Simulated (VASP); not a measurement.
Given:

```
CELL_PARAMETERS angstrom
      0.00000     2.42774     2.42774
      2.42774     0.00000     2.42774
      2.42774     2.42774     0.00000
ATOMIC_POSITIONS crystal
  Y  0.00000 0.00000 0.00000
  N  0.50000 0.50000 0.50000
```

Level of theory: PBEsol GGA, VASP's PBE PAW potentials (set 64) (plane waves; VASP). Numerical set-up: PREC = Normal, EDIFF = 1E-5, 450 eV cut-off, 11×11×11 Γ-centred mesh, Gaussian smearing of 0.050 eV, potentials Y_sv N.

Problem. Estimate the energy per atom (σ→0).

Solution. 
```
Item                           Result
---------------------  --------------
energy per atom (σ→0)  -9567 meV/atom
```

Only differences to runs with the same potentials and settings are physical.

The compound is YN in the rock salt structure. It was relaxed first.
